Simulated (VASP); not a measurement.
These are PBE GGA, VASP's PBE PAW potentials (set 64) (plane waves; VASP) values and carry that method's errors.

A VASP calculation is set up with these files.

File POSCAR:
```
LaB
1
   -0.0000000000     2.8375858993     2.8375858993
    2.8375858993     0.0000000000     2.8375858993
    2.8375858993     2.8375858993     0.0000000000
La B
1 1
Direct
  0.0000000000   1.0000000000   1.0000000000
  0.5000000000   0.5000000000   0.5000000000
```

INCAR:
```
# general
SYSTEM   =  LaB
PREC     =  Accurate
ENCUT    =  520
LREAL    =  .False.
LASPH    =  .True.

# electronic loop
EDIFF    =  1E-6
NELM     =  100
ALGO     =  Normal
LMAXMIX  =  6

# smearing
ISMEAR   =  1
SIGMA    =  0.1

# functional
GGA      =  PE

# ions
IBRION   =  2
NSW      =  60
ISIF     =  3
EDIFFG   =  -0.01

# output
LWAVE    =  .False.
LCHARG   =  .False.
```

KPOINTS:
```
Automatic mesh
0
G
  10 10 10
0 0 0
```

POTCAR, in this order: La B (PBE.64 set). Program: vasp_std.

The resulting files:

**OSZICAR**
```
       N       E                     dE             d eps       ncg     rms          rms(c)
DAV:   1     0.116936998052E+03    0.11694E+03   -0.51478E+03  1034   0.169E+03
DAV:   2    -0.150185891621E+01   -0.11844E+03   -0.11621E+03  1482   0.235E+02
DAV:   3    -0.102443060777E+02   -0.87424E+01   -0.83329E+01  1547   0.979E+01
DAV:   4    -0.107750784204E+02   -0.53077E+00   -0.51621E+00  1832   0.192E+01
DAV:   5    -0.108123904797E+02   -0.37312E-01   -0.36868E-01  1709   0.516E+00    0.382E+00
DAV:   6    -0.104374961797E+02    0.37489E+00   -0.18811E+00  1666   0.716E+00    0.195E+00
DAV:   7    -0.104425755130E+02   -0.50793E-02   -0.57909E-02  1732   0.226E+00    0.103E+00
DAV:   8    -0.104509423145E+02   -0.83668E-02   -0.38607E-02  1422   0.225E+00    0.215E-01
DAV:   9    -0.104516136898E+02   -0.67138E-03   -0.40652E-03  2012   0.738E-01    0.120E-01
DAV:  10    -0.104515398003E+02    0.73890E-04   -0.13546E-03  1681   0.501E-01    0.575E-02
DAV:  11    -0.104514951823E+02    0.44618E-04   -0.19766E-04  1708   0.179E-01    0.256E-02
DAV:  12    -0.104514974027E+02   -0.22204E-05   -0.39020E-05  1828   0.539E-02    0.609E-03
DAV:  13    -0.104514961107E+02    0.12920E-05   -0.51783E-06  1694   0.169E-02    0.372E-03
DAV:  14    -0.104514957222E+02    0.38848E-06   -0.15056E-07   922   0.611E-03
   1 F= -.10451496E+02 E0= -.10451174E+02  d E =-.104515E+02
       N       E                     dE             d eps       ncg     rms          rms(c)
DAV:   1    -0.104521090410E+02   -0.61293E-03   -0.19339E-02  1351   0.153E+00    0.114E-01
DAV:   2    -0.104516720358E+02    0.43701E-03   -0.13859E-03  1720   0.619E-01    0.581E-02
DAV:   3    -0.104515377007E+02    0.13434E-03   -0.93610E-04  1669   0.356E-01    0.162E-02
DAV:   4    -0.104515345692E+02    0.31314E-05   -0.66728E-05  1733   0.941E-02    0.776E-03
DAV:   5    -0.104515373255E+02   -0.27563E-05   -0.49438E-06  1508   0.206E-02    0.614E-03
DAV:   6    -0.104515382766E+02   -0.95114E-06   -0.13180E-06  1311   0.186E-02
   2 F= -.10451538E+02 E0= -.10451198E+02  d E =-.425544E-04
```

OUTCAR:
```
------------------------ aborting loop because EDIFF is reached ----------------------------------------
  FORCE on cell =-STRESS in cart. coord.  units (eV):
  Direction    XX          YY          ZZ          XY          YZ          ZX
  --------------------------------------------------------------------------------------
  Total        0.0158445      0.0158445      0.0158445      0.0000000      0.0000000     -0.0000000
  in kB        0.5572209      0.5572209      0.5572209      0.0000000      0.0000000     -0.0000000
  external PRESSURE =       0.5572209 kB  Pullay stress =       0.0000000 kB
  volume of cell :       45.56
      direct lattice vectors                 reciprocal lattice vectors
    -0.000000000  2.834722506  2.834722506    -0.176384108  0.176384108  0.176384108
     2.834722506 -0.000000000  2.834722506     0.176384108 -0.176384108  0.176384108
     2.834722506  2.834722506 -0.000000000     0.176384108  0.176384108 -0.176384108
 POSITION                                       TOTAL-FORCE (eV/Angst)
 -----------------------------------------------------------------------------------
      2.83472     -0.00000      2.83472        -0.000000     -0.000000      0.000000
      2.83472      2.83472      2.83472         0.000000      0.000000     -0.000000
 -----------------------------------------------------------------------------------
    total drift:                               -0.000000      0.000000      0.000000
  FREE ENERGIE OF THE ION-ELECTRON SYSTEM (eV)
  ---------------------------------------------------
  free  energy   TOTEN  =       -10.4515382766 eV

  energy  without entropy=      -10.4505175829  energy(sigma->0) =      -10.45119805

 reached required accuracy - stopping structural energy minimisation
```
(Selected blocks of OUTCAR.)

**CONTCAR**
```
LaB
   1.00000000000000
    -0.0000000000000000    2.8347225060408325    2.8347225060408325
     2.8347225060408325   -0.0000000000000000    2.8347225060408325
     2.8347225060408325    2.8347225060408325   -0.0000000000000000
  La              B
     1     1
Direct
     0.0000000000000000    1.0000000000000000    0.0000000000000000
     0.5000000000000000    0.5000000000000000    0.5000000000000000
```

The structure was generated: LaB was put into the rock salt type (Fm-3m), which need not be its known phase. This run relaxes it. Symmetry was kept, so distortions that lower it aren't found. The start is the result of an earlier pass.
